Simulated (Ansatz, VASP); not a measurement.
# YZn: VASP beside Ansatz

Wanted: the spread between two codes on one cell, functional and k mesh. The cell is taken from a series of runs on this material, whose earlier steps may have relaxed, scaled, displaced or heated it; both programs get it as it stands.

Calculated with Ansatz 0.2.0; plane waves, with VASP 6.6.1 beside it; relaxation of cell and atoms at LDA.

### 1. The structure

Symmetry: Fm-3m, No. 225, cubic system. The conventional cell has a = 5.758 Å, b = 5.758 Å, c = 5.758 Å, α = 90.00°, β = 90.00°, γ = 90.00°. Nearest to Y lie 6 Zn at 2.88 Å. Nearest to Zn lie 6 Y at 2.88 Å. Farther neighbours are not listed.

### 2. Ansatz: relaxation of cell and atoms, LDA

Ansatz runs on its default PAW (the set named soft_2) files.

The relaxed volume is the usual yardstick between codes: in a stiff, nearly cubic crystal its relative difference is about their pressure difference at one cell divided by the bulk modulus.

input.yaml

```yaml
crystal:
  lattice:
    - [-2.879190122, 0.0, 2.879190122]
    - [0.0, 2.879190122, 2.879190122]
    - [-2.879190122, 2.879190122, 0.0]
  atoms:
    - { symbol: "Y", position: [0.0, 0.0, 0.0] }
    - { symbol: Zn, position: [0.5, 0.5, 0.5] }
kpoints:
  mp_grid: { grid: [12, 12, 12] }
hamiltonian:
  xc: lda
scf:
  occupations: { method: gaussian, width: 0.1 }
output:
  forces: true
  stress: true
  eigenvalues: true
  write_density: true
  write_potential: true
  elf: true
  volumetric_format: npy
relax:
  adjacent_minimum: "off"
  f_tol: 0.005
  max_steps: 80
  cell: { stress_tol: 0.05 }
```

Started as:

```bash
$ ansatz run input.yaml --threads 2 --pin off --max-ram 5120MiB --backend cpu --events-out ev --progress --plain --runs-dir out
```

Numbers of over 12 decimals in the logs are rounded to 6 here.

The program printed:

```text
Engine: ansatz 0.2.0, x86_64-unknown-linux-gnu
Pseudopotentials: kind: paw
Pseudopotential: Y, paw, valence charge 11, recommended cutoff 420 eV (normal), Y.paw.azcp
Pseudopotential: Zn, paw, valence charge 12, recommended cutoff 420 eV (normal), Zn.paw.azcp
Functional definition: SPW92
  exchange = slater_x
  correlation = pw_c
Crystal: 2 atoms, lattice volume = 47.735 Å³
Basis set: ecut = 420 eV, 941 PW (Γ)
Bands: 16, of which v1, the nominal top of the filled ones, is band 12 counted from 1 (11 counted from 0)
Symmetry: 48 space group operations
Space group: Fm-3m (ITA 225), of the structure as read, at distance tolerance 3.6e-5 Å
k-points: 72 of 1728
Non-local potential: Y, projectors of the file, l = 0: 3, l = 1: 2, l = 2: 2, l = 3: 1
Non-local potential: Zn, projectors of the file, l = 0: 2, l = 1: 2, l = 2: 3, l = 3: 1
PAW form: soft (Blöchl's): semilocal exchange-correlation on the pseudo side does not see the compensation charge
PAW frozen core: Y, regenerated for the run's functional, and the local potential with it (the file was generated under x = pbe(κ = 0.804, μ = 0.219515), c = pbe(β = 0.066725))
PAW frozen core: Zn, regenerated for the run's functional, and the local potential with it (the file was generated under x = pbe(κ = 0.804, μ = 0.219515), c = pbe(β = 0.066725))
PAW one-centre angular grid: Y, 590 points (default); XC on 64 Gauss nodes
PAW one-centre angular grid: Zn, 590 points (default); XC on 64 Gauss nodes
Initial density: superposition of atomic densities (neutral atoms: chi_scale 0, normalization atom), corrected by the library's trained network
Initial wavefunctions: pseudopotential atomic-orbital guess
Functional: x = slater, c = lda
SCF iter   1: F=—  HF=-6991.925796 eV  |F-HF|=—  |Δ(HF+E_count)|=         —  Δρ=4.50e-3  dr2=6.36e-3  ethr=1.77e-3  ⟨swp⟩=5.6  Hψ=5602  notcnv=0
preconditioner: auto → Kerker (q_TF=auto, 2.416 Å⁻¹)  [metal: Δε(μ)=0.009 eV  Ē_g=13.226 eV  σ=0.100 eV  W_gap=0.05  n_scr=14 (ndim 8)  ℏωp=24.6 eV  f_vac=0.000  D(μ)=2.21/eV (n_scr^D=14)]
SCF iter   2: F=—  HF=-6991.923502 eV  |F-HF|=—  |Δ(HF+E_count)|=   2.29e-3  Δρ=2.60e-3  dr2=2.06e-3  ethr=2.77e-5  ⟨swp⟩=1.3  Hψ=1834  notcnv=0
SCF iter   3: F=—  HF=-6991.923260 eV  |F-HF|=—  |Δ(HF+E_count)|=   2.42e-4  Δρ=1.75e-3  dr2=1.04e-3  ethr=8.95e-6  ⟨swp⟩=2.0  Hψ=1682  notcnv=0
SCF iter   4: F=—  HF=-6991.922663 eV  |F-HF|=—  |Δ(HF+E_count)|=   5.97e-4  Δρ=2.45e-4  dr2=2.65e-5  ethr=4.53e-6  ⟨swp⟩=2.0  Hψ=1561  notcnv=0
SCF iter   5: F=—  HF=-6991.922666 eV  |F-HF|=—  |Δ(HF+E_count)|=   2.79e-6  Δρ=2.37e-4  dr2=1.28e-5  ethr=1.15e-7  ⟨swp⟩=2.3  Hψ=1829  notcnv=0
SCF iter   6: F=—  HF=-6991.922663 eV  |F-HF|=—  |Δ(HF+E_count)|=   2.90e-6  Δρ=1.32e-4  dr2=4.33e-6  ethr=5.58e-8  ⟨swp⟩=2.1  Hψ=1427  notcnv=0
SCF iter   7: F=-6991.922661 eV  HF=-6991.922661 eV  |F-HF|=9.93e-8  |Δ(HF+E_count)|=   1.60e-6  Δρ=1.67e-5  dr2=7.00e-8  ethr=4.35e-10  ⟨swp⟩=7.2  Hψ=7092  notcnv=0
SCF 1 converged in 7 iterations: F = -6991.922661 eV  dr2 = 7.00e-8
  greatest PAW one-centre occupation: 0.992 electrons in one spin orbital (limit 2), on the Y atom at site 0 (counted from 0), in its partial waves of l = 0
relax step   1: F+E_penalty+E_count = -6991.92266126 eV  Δ(F+E_penalty+E_count) = +0.000e0 eV  max|allowed force component| = 2.293e-29 eV/Å  Δτ_max = 0.0000 Å  P = +0.006 GPa  Ω = 47.735 Å³  (7 SCF iters, dr2 threshold 1.00e-7 eV, accepted)
Initial density: handed on by an earlier stage of this run
Initial wavefunctions: pseudopotential atomic-orbital guess (no wavefunctions were taken with the density)
iter 1 solved again at ethr=1.67e-7 eV; its pass at ethr=3.10e-3 eV (dr2=3.84e-5 eV) is discarded
SCF iter   1: F=—  HF=-6991.922661 eV  |F-HF|=—  |Δ(HF+E_count)|=         —  Δρ=1.64e-5  dr2=6.77e-8  ethr=1.67e-7  ⟨swp⟩=3.4  Hψ=8896  notcnv=0
preconditioner: auto → Kerker (q_TF=auto, 2.416 Å⁻¹)  [metal: Δε(μ)=0.016 eV  Ē_g=13.178 eV  σ=0.100 eV  W_gap=0.09  n_scr=14 (ndim 8)  ℏωp=24.6 eV  f_vac=0.000  D(μ)=2.22/eV (n_scr^D=14)]
SCF iter   2: F=—  HF=-6991.922661 eV  |F-HF|=—  |Δ(HF+E_count)|=   6.71e-8  Δρ=6.37e-6  dr2=1.31e-8  ethr=2.94e-10  ⟨swp⟩=2.0  Hψ=1731  notcnv=0
SCF iter   3: F=—  HF=-6991.922661 eV  |F-HF|=—  |Δ(HF+E_count)|=   6.05e-9  Δρ=3.36e-6  dr2=4.08e-9  ethr=5.69e-11  ⟨swp⟩=2.0  Hψ=1560  notcnv=0
SCF iter   4: F=—  HF=-6991.922661 eV  |F-HF|=—  |Δ(HF+E_count)|=  5.08e-10  Δρ=8.45e-7  dr2=3.46e-10  ethr=1.78e-11  ⟨swp⟩=2.2  Hψ=1688  notcnv=0
SCF iter   5: F=-6991.922661 eV  HF=-6991.922661 eV  |F-HF|=1.82e-12  |Δ(HF+E_count)|=  1.03e-10  Δρ=2.11e-7  dr2=8.46e-12  ethr=1.00e-12  ⟨swp⟩=4.0  Hψ=5504  notcnv=0
SCF 2 converged in 5 iterations: F = -6991.922661 eV  dr2 = 8.46e-12
relax step   2: F+E_penalty+E_count = -6991.92266133 eV  Δ(F+E_penalty+E_count) = -6.888e-8 eV  max|allowed force component| = 3.471e-29 eV/Å  Δτ_max = 0.0000 Å  P = +0.006 GPa  Ω = 47.735 Å³  stress off target by 5.99e-3 GPa  SCF on the basis re-selected at this cell (its energy is not comparable with the rows above)  (5 SCF iters)
basis re-selected at this cell: Δ(F+E_penalty+E_count) = -6.888e-8 eV, ΔP = +0.000 GPa vs the last step (what re-selecting the basis moved, of the pressure what is left beyond the Pulay correction that the steps carried, after the strain that the cell walked since its last selection, with what the two solves' SCF thresholds leave and, on support functions, any second-order correction that the steps lacked; it is no m [...]
SCF converged after 5 iterations
Free energy (F): -6991.922661 eV
Harris-Foulkes:  -6991.922661 eV  (|F-HF|=1.82e-12)
Internal energy: -6991.911542 eV  (E = F + TS)
E sigma→0 (E₀):  -6991.917102 eV
Entropy (-TS):   -0.011119 eV (-5.559 meV/atom)
Fermi energy:    9.310533 eV
--- Per-component energies (eV) ---
  E_band       = -90.573773
  E_kinetic    = 437.443011
  E_local      = -2373.028502  (includes V_loc(G=0)·N_el)
  E_nonlocal   = 664.213014
  E_hartree    = 939.063612
  E_xc         = -308.243529
  E_vxc        = -253.099173  (∫ρ·V_xc dr)
  E_paw        = -4474.416029  (= ΣΔE_a)
  E_vpaw       = -444.229129  (= ΣTr[D̂ρ^β])
  E_aug_tail   = -0.000336  (compensation charges beyond the density's cutoff)
  E_ewald      = -1878.829511
  E_core_change = 1.886727  (= ΣΔE_core)
  E_smearing   = -0.011119  (= −TS)
  E_closure    = -0.000000  (closes the sum)
  Σ components = -6991.922661   (vs F -6991.922661, Δ=0.00e0)
--- Forces (eV/Å), atoms counted from 1 ---
  atom   1  Y     -0.00000000    -0.00000000    -0.00000000
  atom   2  Zn    -0.00000000    -0.00000000     0.00000000
  max |Σ_I F_I| component: 7.36e-29 eV/Å
--- Stress (GPa, compression-positive) ---
        0.005994      -0.000000      -0.000000
       -0.000000       0.005994      -0.000000
       -0.000000       0.000000       0.005994
  P = ⅓ Tr σ = 0.0060 GPa (0.060 kbar)
--- Band table (eV; the first three rows and the last of 72) ---
  k-point 0: bands = [... 8 lower, 1.9843, 2.5848, 11.0459, 11.0459, 11.0459, 12.1852, 12.1852, 14.5322]
  k-point 1: bands = [... 8 lower, 1.9903, 2.7014, 10.7933, 11.0455, 11.0455, 11.8979, 11.8979, 14.2855]
  k-point 2: bands = [... 8 lower, 2.0069, 3.0440, 10.1244, 10.7847, 10.7847, 11.7178, 11.7178, 13.8480]
  k-point 71: bands = [... 8 lower, 2.1177, 5.4119, 8.7325, 8.7325, 9.2770, 13.3000, 13.3000, 13.5908]
--- Relaxed structure (1 steps of the walk, 1 accepted, 1 SCFs on fresh bases) ---
  F+E_penalty+E_count = -6991.92266133 eV   max|allowed force component| = 3.471e-29 eV/Å   (the final SCF, on the basis selected at the relaxed cell)
  cell:  # Å, volume = 47.7355 Å³
    - [-2.879190122, 0.0, 2.879190122]
    - [0.0, 2.879190122, 2.879190122]
    - [-2.879190122, 2.879190122, 0.0]
  atoms:
    - { symbol: Y, position: [0.0, 0.0, 0.0] }
    - { symbol: Zn, position: [0.5, 0.5, 0.5] }
```

In the SCF lines HF is the Harris–Foulkes energy and dr2 the Hartree energy of the density residual, in eV; the loop may stop once dr2 is under the threshold and the program's other checks hold. Hψ counts applications of the Hamiltonian.

### 3. VASP: relaxation of cell and atoms, LDA

The same cell, functional (in two slightly different forms), mesh and smearing now go to VASP, with its own data sets.

Lines of VASP's logs that name or quote its potential files are left out, and so is its time.

INCAR

```
SYSTEM = YZn
PREC = Accurate
ENCUT = 500
EDIFF = 1E-07
NELM = 120
ISMEAR = 0
SIGMA = 0.1
LREAL = .FALSE.
ALGO = Normal
GGA = CA
NBANDS = 17
LASPH = .TRUE.
LORBIT = 11
LWAVE = .FALSE.
LCHARG = .FALSE.
ISIF = 3
IBRION = 2
NSW = 80
EDIFFG = -0.005
GGA_COMPAT = .FALSE.
NELMIN = 4
```

POSCAR

```
YZn
1.0
   -2.8791900000      0.0000000000      2.8791900000
    0.0000000000      2.8791900000      2.8791900000
   -2.8791900000      2.8791900000      0.0000000000
Y Zn
1 1
Direct
    0.0000000000      0.0000000000      0.0000000000
    0.5000000000      0.5000000000      0.5000000000
```

KPOINTS

```
Automatic mesh
0
Gamma
12 12 12
0 0 0
```

PAW data sets: Y_sv and Zn (LDA family, release 64).

Started as:

```bash
$ mpirun -np 1 vasp_std
```

The program printed:

```text
[banner, memory and clock lines left out]
running    1 mpi-ranks, on    1 nodes
 distrk:  each k-point on    1 cores,    1 groups
 distr:  one band on    1 cores,    1 groups

 POSCAR found type information on POSCAR Y Zn
 POSCAR found :  2 types and       2 ions
 LDA part: xc-table for (Slater(with rela. corr.)+CA(PZ))
 , standard interpolation
 POSCAR, INCAR and KPOINTS ok, starting setup
 FFT: planning ... GRIDC
 FFT: planning ... GRID_SOFT
 FFT: planning ... GRID
 WAVECAR not read
 entering main loop
       N       E                     dE             d eps       ncg     rms          rms(c)
DAV:   1     0.104367662399E+03    0.10437E+03   -0.11511E+04  2448   0.153E+03
DAV:   2    -0.466591127573E+01   -0.10903E+03   -0.10697E+03  2749   0.303E+02
DAV:   3    -0.928508348402E+01   -0.46192E+01   -0.45694E+01  3171   0.610E+01
DAV:   4    -0.939288606044E+01   -0.10780E+00   -0.10768E+00  3422   0.719E+00
DAV:   5    -0.939372328652E+01   -0.83723E-03   -0.83717E-03  3165   0.592E-01    0.314E+01
DAV:   6    -0.901922431204E+01    0.37450E+00   -0.89083E-01  3105   0.115E+01    0.190E+01
DAV:   7    -0.894250094119E+01    0.76723E-01   -0.62237E-01  3412   0.589E+00    0.392E+00
DAV:   8    -0.893019481456E+01    0.12306E-01   -0.78201E-02  2851   0.336E+00    0.816E-01
DAV:   9    -0.892631202046E+01    0.38828E-02   -0.29865E-02  2554   0.121E+00    0.322E-01
DAV:  10    -0.892628966811E+01    0.22352E-04   -0.22840E-03  2653   0.342E-01    0.252E-01
DAV:  11    -0.892626377160E+01    0.25897E-04   -0.18105E-04  3512   0.118E-01    0.262E-02
DAV:  12    -0.892626486830E+01   -0.10967E-05   -0.90083E-06  3159   0.216E-02    0.422E-02
DAV:  13    -0.892626419325E+01    0.67505E-06   -0.32056E-06  2922   0.128E-02    0.384E-03
DAV:  14    -0.892626417092E+01    0.22326E-07   -0.22538E-07  2180   0.381E-03
   1 F= -.89262642E+01 E0= -.89206945E+01  d E =-.892626E+01
 curvature:   0.00 expect dE= 0.000E+00 dE for cont linesearch  0.000E+00
 trial: gam= 0.00000 g(F)=  0.815E-59 g(S)=  0.912E-04 ort = 0.000E+00 (trialstep = 0.100E+01)
 search vector abs. value=  0.912E-04
 bond charge predicted
       N       E                     dE             d eps       ncg     rms          rms(c)
DAV:   1    -0.892810950924E+01   -0.18453E-02   -0.26485E-02  3472   0.184E+00    0.335E-01
DAV:   2    -0.892652293012E+01    0.15866E-02   -0.68439E-03  2520   0.105E+00    0.112E-01
DAV:   3    -0.892629048016E+01    0.23245E-03   -0.10307E-03  3914   0.261E-01    0.766E-02
DAV:   4    -0.892627698510E+01    0.13495E-04   -0.96009E-05  4460   0.653E-02    0.553E-02
DAV:   5    -0.892628991659E+01   -0.12931E-04   -0.42890E-05  3742   0.364E-02    0.917E-03
DAV:   6    -0.892628990828E+01    0.83137E-08   -0.22833E-06  3191   0.122E-02    0.641E-03
DAV:   7    -0.892629027865E+01   -0.37038E-06   -0.10868E-06  3405   0.734E-03    0.945E-04
DAV:   8    -0.892629028103E+01   -0.23797E-08   -0.50962E-08  1443   0.166E-03
   2 F= -.89262903E+01 E0= -.89207148E+01  d E =-.261101E-04
 trial-energy change:   -0.000026  1 .order   -0.000028   -0.000091    0.000035
 step:   0.7026(harm=  0.7208)  dis= 0.00000  next Energy=    -8.926296 (dE=-0.314E-04)
 bond charge predicted
       N       E                     dE             d eps       ncg     rms          rms(c)
DAV:   1    -0.892645682291E+01   -0.16654E-03   -0.23451E-03  3464   0.545E-01    0.995E-02
DAV:   2    -0.892631646120E+01    0.14036E-03   -0.61515E-04  2520   0.318E-01    0.332E-02
DAV:   3    -0.892629569675E+01    0.20764E-04   -0.91585E-05  3867   0.796E-02    0.226E-02
DAV:   4    -0.892629438731E+01    0.13094E-05   -0.88107E-06  4483   0.198E-02    0.164E-02
DAV:   5    -0.892629549327E+01   -0.11060E-05   -0.37892E-06  3703   0.109E-02    0.274E-03
DAV:   6    -0.892629548495E+01    0.83201E-08   -0.19060E-07  2116   0.354E-03
   3 F= -.89262955E+01 E0= -.89207216E+01  d E =-.313140E-04
 curvature:  -0.36 expect dE=-0.300E-06 dE for cont linesearch -0.300E-06
 trial: gam=-0.08653 g(F)=  0.295E-59 g(S)=  0.835E-06 ort = 0.873E-05 (trialstep = 0.941E+00)
 search vector abs. value=  0.775E-08
 reached required accuracy - stopping structural energy minimisation
```

Parts of OUTCAR (step 3):

```text
ion  position               nearest neighbor table
   1  0.000  0.000  0.000-   2 2.88   2 2.88   2 2.88   2 2.88   2 2.88   2 2.88
   2  0.500  0.500  0.500-   1 2.88   1 2.88   1 2.88   1 2.88   1 2.88   1 2.88

  LATTYP: Found a face centered cubic cell.
 ALAT       =     5.7583800000

 Subroutine GETGRP returns: Found 48 space group operations
 (whereof 48 operations were pure point group operations)

The static configuration has the point symmetry O_h .

 Found     72 irreducible k-points:

   k-points           NKPTS =     72   k-points in BZ     NKDIM =     72   number of bands    NBANDS=     17

   dimension x,y,z NGX =    30 NGY =   30 NGZ =   30
   dimension x,y,z NGXF=    60 NGYF=   60 NGZF=   60

   ENCUT  =  500.0 eV  36.75 Ry    6.06 a.u.   7.42  7.42  7.42*2*pi/ulx,y,z

   NELECT =      23.0000    total number of electrons

 k-points in reciprocal lattice and weights: Automatic mesh
   0.00000000  0.00000000  0.00000000       0.001
   0.08333333  0.00000000  0.00000000       0.005
   0.16666667  0.00000000  0.00000000       0.005
   0.25000000  0.00000000  0.00000000       0.005
   0.33333333  0.00000000  0.00000000       0.005
   0.41666667  0.00000000  0.00000000       0.005
   0.50000000  0.00000000  0.00000000       0.002
   0.08333333  0.08333333  0.00000000       0.003
   0.16666667  0.08333333  0.00000000       0.014
[...]
-0.33333333  0.50000000  0.16666667       0.007
  -0.25000000  0.50000000  0.25000000       0.003

 average (electrostatic) potential at core
       1 -37.9751       2 -38.0934

 E-fermi :   2.5381

 k-point     1 :       0.0000    0.0000    0.0000
  band No.  band energies     occupation
    ...
      6      -4.9295      2.00000
      7      -4.8226      2.00000
      8      -4.8226      2.00000
      9      -4.8226      2.00000
     10      -4.1785      2.00000
     11       4.2640      0.00000
     12       4.2640      0.00000
     13       4.2640      0.00000
     14       5.3982      0.00000
     15       5.3982      0.00000
    ...

 k-point     2 :       0.0833    0.0000    0.0000
  band No.  band energies     occupation
    ...
      6      -4.9200      2.00000
      7      -4.8206      2.00000
      8      -4.8167      2.00000
      9      -4.8167      2.00000
     10      -4.0615      2.00000
     11       4.0135      0.00000
     12       4.2643      0.00000
     13       4.2643      0.00000
     14       5.1137      0.00000
     15       5.1137      0.00000
    ...

 k-point     3 :       0.1667    0.0000    0.0000
  band No.  band energies     occupation
    ...
      6      -4.8940      2.00000
      7      -4.8151      2.00000
      8      -4.8003      2.00000
      9      -4.8003      2.00000
     10      -3.7180      2.00000
     11       3.3495      0.00000
     12       4.0063      0.00000
     13       4.0063      0.00000
     14       4.9353      0.00000
     15       4.9353      0.00000
    ...

  Total        0.0033975      0.0033975      0.0033975      0.0000000      0.0000000      0.0000000
  in kB        0.1138282      0.1138282      0.1138282      0.0000000      0.0000000      0.0000000
  external PRESSURE =       0.1138282 kB  Pullay stress =       0.0000000 kB

  energy-cutoff  :      500.00
  volume of cell :       47.82
      direct lattice vectors                 reciprocal lattice vectors
    -2.880922565 -0.000000000  2.880922565    -0.173555515 -0.173555515  0.173555515
     0.000000000  2.880922565  2.880922565     0.173555515  0.173555515  0.173555515
    -2.880922565  2.880922565 -0.000000000    -0.173555515  0.173555515 -0.173555515

 POSITION                                       TOTAL-FORCE (eV/Angst)
 -----------------------------------------------------------------------------------
     -0.00000      0.00000      0.00000        -0.000000     -0.000000     -0.000000
     -2.88092      2.88092      2.88092         0.000000      0.000000      0.000000
 -----------------------------------------------------------------------------------
    total drift:                               -0.000000      0.000000      0.000000

  FREE ENERGIE OF THE ION-ELECTRON SYSTEM (eV)
  ---------------------------------------------------
  free  energy   TOTEN  =        -8.9262954850 eV

  energy  without entropy=       -8.9151477078  energy(sigma->0) =       -8.92072160

 reached required accuracy - stopping structural energy minimisation

 total charge
# of ion       s       p       d       f       tot
--------------------------------------------------
    1        2.222   6.367   0.922   0.018   9.529
    2        0.793   0.396   9.686   0.000  10.875
--------------------------------------------------
tot          3.016   6.764  10.608   0.018  20.405

[... 3 further parts left out ...]
```

CONTCAR:

```
YZn
   1.00000000000000
    -2.8809225654805952   -0.0000000000000000    2.8809225654805952
     0.0000000000000000    2.8809225654805952    2.8809225654805952
    -2.8809225654805952    2.8809225654805952   -0.0000000000000000
  Y               Zn
     1     1
Direct
     0.0000000000000000    0.0000000000000000    0.0000000000000000
     0.5000000000000000    0.5000000000000000    0.5000000000000000
```

### 4. Comparison

Known differences besides the potentials themselves: the two LDA forms differ slightly; the cutoff is 420 eV in Ansatz and 500 eV in VASP; VASP's log shows a relativistic correction to its local exchange, Ansatz's none; Ansatz adds a Pulay correction to the stress that steers its cell, VASP none. Total energies have different zeros and are not compared.

Compared:

```
                                         quantity  Ansatz   VASP  difference
                                      volume (Å³)   47.74  47.82     -0.18 %
edge a after relaxation, in the typed setting (Å)   4.072  4.074     -0.06 %
```

### 5. Results

| Property | Result |
| --- | --- |
| difference in volume (relaxation of cell and atoms, LDA) | -0.18 % |

In words: The difference in volume is -0.18 % (relaxation of cell and atoms, LDA), within the 1.2 % picked in this series as the mark of a large difference, as far as the stopping tolerances let one tell. 1 further run of this series is not shown here. Such differences can come from data sets, numerical settings and the points named under the comparisons, not from the functional's error against experiment.

[Lines on the potential files, build, host, timing and source positions are cut from VASP's logs without a mark.]

[Logs are printed without paths, hosts, clocks, repeated set-up lines and the standing remarks that a program may print on its own settings, such as how far it seeks lower states.]

[Hosts, paths, dates, database ids (printed as entryN), source tags and the programs' standing remarks are cut or masked in the printed files.]
